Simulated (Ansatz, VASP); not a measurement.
# W2N: VASP beside Ansatz, part 2 of 2

Aim: how closely do two programs agree when they are given the same cell, functional and k mesh? The cell is taken from a series of runs on this material, whose earlier steps may have relaxed, scaled, displaced or heated it; both programs get it as it stands.

VASP 6.6.1 and Ansatz 0.2.0.

So far: The structure; VASP: zone-centre phonons, PBE.

**3. Ansatz: zone-centre phonons, PBE**

Level of this step: Ansatz beside VASP: Kohn-Sham DFT, plane waves, PBE (Ansatz).

Ansatz runs on its PAW soft_1 files.

The same cell, functional, mesh and smearing now go to Ansatz, which takes its cutoff from its data sets.

input.yaml

```yaml
crystal:
  lattice:
    - [2.7796736243, 0.0, 0.0]
    - [-1.3898368121, 2.3831952931, 0.0]
    - [0.0, 0.0, 29.6237063742]
  atoms:
    - { symbol: "N", position: [0.0, 0.0, 0.3375674831] }
    - { symbol: W, position: [0.3341935725, 0.6683871449, 0.3870262911] }
    - { symbol: W, position: [0.6658064275, 0.3316128551, 0.2881086751] }
  periodic: [true, true, false]
kpoints:
  mp_grid: { grid: [18, 18, 1] }
hamiltonian:
  xc: pbe
  pseudopotentials: { kind: paw, azcp: { folder: soft_1 } }
scf:
  occupations: { method: methfessel_paxton, width: 0.2 }
output:
  eigenvalues: true
phonons:
  method: dfpt
```

Launch:

```bash
$ ansatz run input.yaml --threads 4 --pin off --max-ram 16384MiB --backend cpu --events-out ev --progress --plain --runs-dir out
```

Numbers of over 12 decimals in the logs are rounded to 6 here.

Log:

```text
Warning: crystal.symmetry: narrowed to the stabiliser of the run's FFT grids — unitary ops 4 → 2. A phonons.method: dfpt run fills in the rows of the dynamical matrix that it does not solve by its symmetry operations, which is exact only for operations that map its FFT grids onto themselves: filled in by any other, the frequencies could depend on the order in which like atoms are typed, or, by more than the grids' own error, on where the crystal sits among the grids' points. Excluded: 2 operations. The run can therefore solve more perturbations, solve them on more k-points, or both, and cost more. [rest of the remark cut]
Engine: ansatz 0.2.0, aarch64-unknown-linux-gnu
Pseudopotentials: kind: paw
Pseudopotential: N, paw, valence charge 5, recommended cutoff 420 eV (normal), soft_1/N.paw.azcp
Pseudopotential: W, paw, valence charge 14, recommended cutoff 420 eV (normal), soft_1/W.paw.azcp
Functional definition: PBE
  parameter kappa = 0.804
  parameter beta = 0.066725
  exchange = pbe_x(kappa = kappa, mu = beta*pi^2/3)
  correlation = pbe_c(beta = beta)
Crystal: 3 atoms, lattice volume = 196.242 Å³
Basis set: ecut = 420 eV, 3845 PW (Γ), exchange–correlation on 40×40×400 points (8 copies of the dense FFT grid, shifted against one another)
Bands: 21, of which v1, the nominal top of the filled ones, is band 17 counted from 1 (16 counted from 0)
Symmetry: 4 space group operations
k-points: 91 of 324 (irreducible under 2 space group operations, time reversal used)
Non-local potential: N, projectors of the file, l = 0: 2, l = 1: 2, l = 2: 1
Non-local potential: W, projectors of the file, l = 0: 3, l = 1: 2, l = 2: 2, l = 3: 1
PAW form: soft (Blöchl's): semilocal exchange-correlation on the pseudo side does not see the compensation charge
PAW one-centre angular grid: N, 110 points (default); XC on 64 Gauss nodes
PAW one-centre angular grid: W, 590 points (default); XC on 64 Gauss nodes
Initial density: superposition of atomic densities (neutral atoms: chi_scale 0, normalization atom)
Initial wavefunctions: pseudopotential atomic-orbital guess
Functional: x = pbe(κ = 0.804, μ = 0.219515), c = pbe(β = 0.066725)
SCF iter   1: F=—  HF=-21154.808584 eV  |F-HF|=—  |Δ(HF+E_count)|=         —  Δρ=5.48e-2  dr2=7.88e0  ethr=3.10e-3  ⟨swp⟩=11.7  Hψ=15961  notcnv=0
preconditioner: auto → LDOS  [metal: Δε(μ)=0.057 eV  Ē_g=8.270 eV  σ=0.200 eV  W_gap=0.24  n_scr=18 (ndim 8)  ℏωp=10.9 eV  f_vac=0.737  D(μ)=2.23/eV (n_scr^D=12)  β→1.0]
SCF iter   2: F=—  HF=-21153.192472 eV  |F-HF|=—  |Δ(HF+E_count)|=    1.62e0  S|Δr|=    0.00e0  Δρ=2.41e-2  dr2=8.32e-1  ethr=3.10e-3  ⟨swp⟩=4.2  Hψ=6347  notcnv=0  defer=23
SCF iter   3: F=—  HF=-21152.961215 eV  |F-HF|=—  |Δ(HF+E_count)|=   2.31e-1  S|Δr|=    0.00e0  Δρ=4.37e-3  dr2=4.16e-2  ethr=2.52e-3  ⟨swp⟩=3.3  Hψ=5060  notcnv=0
SCF iter   4: F=—  HF=-21152.960741 eV  |F-HF|=—  |Δ(HF+E_count)|=   4.74e-4  S|Δr|=    0.00e0  Δρ=1.50e-3  dr2=7.96e-3  ethr=1.26e-4  ⟨swp⟩=3.3  Hψ=4156  notcnv=0
SCF iter   5: F=—  HF=-21152.959460 eV  |F-HF|=—  |Δ(HF+E_count)|=   1.28e-3  S|Δr|=    0.00e0  Δρ=4.51e-4  dr2=3.74e-4  ethr=2.41e-5  ⟨swp⟩=3.9  Hψ=4493  notcnv=0
SCF iter   6: F=—  HF=-21152.959600 eV  |F-HF|=—  |Δ(HF+E_count)|=   1.40e-4  S|Δr|=    0.00e0  Δρ=1.23e-4  dr2=6.29e-5  ethr=1.13e-6  ⟨swp⟩=3.9  Hψ=4678  notcnv=0
SCF iter   7: F=—  HF=-21152.959621 eV  |F-HF|=—  |Δ(HF+E_count)|=   2.12e-5  S|Δr|=    0.00e0  Δρ=3.65e-5  dr2=5.36e-6  ethr=1.91e-7  ⟨swp⟩=3.8  Hψ=3742  notcnv=0
SCF iter   8: F=—  HF=-21152.959618 eV  |F-HF|=—  |Δ(HF+E_count)|=   3.18e-6  S|Δr|=    0.00e0  Δρ=9.62e-6  dr2=2.28e-7  ethr=1.62e-8  ⟨swp⟩=3.8  Hψ=4595  notcnv=0
SCF iter   9: F=—  HF=-21152.959599 eV  |F-HF|=—  |Δ(HF+E_count)|=   1.88e-5  S|Δr|=    0.00e0  Δρ=1.89e-6  dr2=1.56e-8  ethr=6.92e-10  ⟨swp⟩=3.9  Hψ=4414  notcnv=0
SCF iter  10: F=—  HF=-21152.959599 eV  |F-HF|=—  |Δ(HF+E_count)|=   2.10e-8  S|Δr|=    0.00e0  Δρ=4.42e-7  dr2=2.88e-10  ethr=4.72e-11  ⟨swp⟩=4.3  Hψ=4632  notcnv=0
SCF iter  11: F=—  HF=-21152.959599 eV  |F-HF|=—  |Δ(HF+E_count)|=   4.51e-9  S|Δr|=    0.00e0  Δρ=1.04e-7  dr2=1.37e-11  ethr=1.00e-12  ⟨swp⟩=4.3  Hψ=5019  notcnv=0
SCF iter  12: F=-21152.959599 eV  HF=-21152.959599 eV  |F-HF|=6.18e-11  |Δ(HF+E_count)|=  2.22e-10  S|Δr|=    0.00e0  Δρ=1.81e-8  dr2=4.12e-13  ethr=1.00e-12  ⟨swp⟩=15.7  Hψ=16212  notcnv=0
SCF 1 converged in 12 iterations: F = -21152.959599 eV  dr2 = 4.12e-13
  greatest PAW one-centre occupation: 0.999 electrons in one spin orbital (limit 2), on the W atom at site 2 (counted from 0), in its partial waves of l = 0
DFPT response loops at Γ: preconditioner auto → none (partly filled bands, converged f_vac=0.740); β = 0.50; Broyden in place of MSR1
SCF converged after 12 iterations
Stability not checked: this state was not tested for a lower state beside it, because cold or Methfessel-Paxton smearing, or corrected tetrahedra, fill the levels in a way that the test cannot read (fill_not_monotonic; see scf.lower_state_search)
Free energy (F): -21152.959599 eV
Harris-Foulkes:  -21152.959599 eV  (|F-HF|=6.18e-11)
Internal energy: -21152.960978 eV  (E = F + TS)
E sigma→0 (E₀):  -21152.959944 eV
Entropy (-TS):   0.001379 eV (0.460 meV/atom)
Fermi energy:    -5.317682 eV
--- Per-component energies (eV) ---
  E_band       = -1032.148629
  E_kinetic    = 970.584268
  E_local      = -86977.267215  (includes V_loc(G=0)·N_el)
  E_nonlocal   = -15.124952
  E_hartree    = 42934.346373
  E_xc         = -592.137079
  E_vxc        = -534.493411  (∫ρ·V_xc dr)
  E_paw        = -17283.453733  (= ΣΔE_a)
  E_vpaw       = -344.541164  (= ΣTr[D̂ρ^β])
  E_aug_tail   = 0.001121  (compensation charges beyond the density's cutoff)
  E_ewald      = 39810.090238
  E_smearing   = 0.001379  (= −TS)
  E_closure    = -0.000000  (closes the sum)
  Σ components = -21152.959599   (vs F -21152.959599, Δ=0.00e0)
--- Band table (eV; the first three rows and the last of 91) ---
  k-point 0: bands = [... 13 lower, -6.7079, -6.6060, -6.5184, -6.4257, -6.1871, -4.7235, -4.5319, -3.5579]
  k-point 1: bands = [... 13 lower, -6.9831, -6.6145, -6.5543, -6.3009, -6.0087, -4.7458, -4.6833, -3.4913]
  k-point 2: bands = [... 13 lower, -7.5507, -6.7263, -6.4351, -5.9312, -5.8503, -4.9305, -4.7299, -3.3715]
  k-point 90: bands = [... 13 lower, -7.2813, -7.0898, -6.6660, -5.1801, -4.0825, -3.6102, -2.2560, -1.9702]
--- Phonons (Γ-DFPT): 9 representative perturbations + reference, on 91 of 324 k-points (Σ response iterations 47) ---
  ASR residual: 4.026e-5 → 0.000e0 eV/Å²; symmetrization residual: 4.919e-6 eV/Å²
  The last average, over the group as it would stand without the narrowing to the FFT grids, took up to 1.005e-6 eV/Å² of the zone centre's force constants
  ASR residual per site (eV/Å²): 4.03e-5 3.24e-5 3.05e-5
  Γ frequencies (cm⁻¹): 0.00 0.00 0.00 86.90 89.50 151.38 311.95 315.79 568.09
  non-analytic LO–TO correction: not included (Born effective charges unavailable; polar crystals: no LO–TO splitting at Γ)
```

The column dr2 measures how far the density is from self-consistency, as an energy; F and HF (Harris–Foulkes) agree once it is small.

**4. Differences**

Known differences besides the potentials themselves: Ansatz cuts the interaction across the vacuum, VASP repeats the sheet without a dipole correction; the data sets hold 33 valence electrons in Ansatz (on its PAW soft_1 files) and 17 in VASP; the cutoff is 420 eV in Ansatz and 600 eV in VASP. Total energies have different zeros and are not compared.

The two programs side by side:

```tsv
quantity	Ansatz	VASP	difference
optical mode 1 (cm⁻¹)	86.9	89.0	-2.31 %
optical mode 2 (cm⁻¹)	89.5	91.5	-2.14 %
optical mode 3 (cm⁻¹)	151.4	153.7	-1.49 %
optical mode 4 (cm⁻¹)	311.9	325.2	-4.09 %
optical mode 5 (cm⁻¹)	315.8	329.2	-4.09 %
optical mode 6 (cm⁻¹)	568.1	583.6	-2.66 %
```

Modes are paired by rising frequency, not by their patterns, so a pair may set unlike modes beside each other; they are those without the splitting of longitudinal modes. Where the cell holds vacuum, a pressure given here is an average over it and none of the material.

**5. What came out**

```yaml
r_m_s_difference_of_the_optical_zone_centre_modes_each_program_s_sorted_by_frequency_zone_centre_phonons_pbe: 10 cm⁻¹
difference_in_optical_mode_4_zone_centre_phonons_pbe: -4.1 %
```

**Reading.** The r.m.s. difference of the optical zone-centre modes, each program's sorted by frequency is 10 cm⁻¹ (zone-centre phonons, PBE). The data sets hold unlike numbers of valence electrons (33 in Ansatz and 17 in VASP), so part of the differences may come from the potentials. Among the rows given in per cent, the largest difference of the zone-centre phonons, PBE pair is in optical mode 4, -4.1 %. Such differences can come from data sets, numerical settings and the points named under the comparisons, not from the functional's error against experiment.

[Lines on the potential files, build, host, timing and source positions are cut from VASP's logs without a mark.]

[Logs are printed without paths, hosts, clocks, repeated set-up lines and the standing remarks that a program may print on its own settings, such as how far it seeks lower states.]

[Hosts, paths, dates, database ids (printed as entryN), source tags and the programs' standing remarks are cut or masked in the printed files.]
